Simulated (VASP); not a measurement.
A run of VASP 6.6.1:

The input POSCAR:

```
Nb2SiO2
1.0
   -1.4407700000      1.4407700000      7.1777600000
    1.4407700000     -1.4407700000      7.1777600000
    1.4407700000      1.4407700000     -7.1777600000
Nb Si O
2 1 2
Direct
    0.1376950000      0.1376950000      0.0000000000
    0.8623050000      0.8623050000      0.0000000000
    0.5000000000      0.5000000000      0.0000000000
    0.6969130000      0.6969130000      0.0000000000
    0.3030870000      0.3030870000      0.0000000000
```

INCAR.step1

```
ALGO = Normal
EDIFF = 1E-6
ENCUT = 520
GGA = PE
ISIF = 2
ISMEAR = 0
KPAR = 4
LASPH = T
LCHARG = T
LMAXMIX = 4
LREAL = F
LWAVE = F
NBANDS = 29
NELM = 80
PREC = Accurate
SIGMA = 0.1
```

File KPOINTS.step1:

```
k-points
0
Gamma
  14 14 14
```

The input INCAR.step2:

```
ALGO = Normal
EDIFF = 1E-6
ENCUT = 520
GGA = PE
ICHARG = 11
ISIF = 2
ISMEAR = -5
KPAR = 4
LASPH = T
LCHARG = F
LMAXMIX = 4
LORBIT = 11
LREAL = F
LWAVE = F
NBANDS = 29
NEDOS = 1001
NELM = 80
PREC = Accurate
SIGMA = 0.1
```

Contents of KPOINTS.step2:

```
k-points
0
Gamma
  21 21 21
```

Potentials or basis: VASP PAW PBE potentials, release 64 (Nb_sv, Si, O).

Command:

```bash
$ cat potpaw_PBE.64/Nb_sv/POTCAR potpaw_PBE.64/Si/POTCAR potpaw_PBE.64/O/POTCAR > POTCAR
$ cp INCAR.step1 INCAR
$ cp KPOINTS.step1 KPOINTS
$ mpirun -np 4 vasp_std > vasp.out
$ cp INCAR.step2 INCAR
$ cp KPOINTS.step2 KPOINTS
$ mpirun -np 4 vasp_std > vasp.out
```

Hardware: 4 MPI ranks on Intel(R) Xeon(R) Platinum 8488C (Sapphire Rapids) (shared host).

Task: Estimate the wall time of this run.

Result: It took 16 min on 4 MPI ranks on Intel(R) Xeon(R) Platinum 8488C (Sapphire Rapids), with other jobs on the host, peak memory 1.3 GiB a rank. Counts: scf iterations 9, k points 726.
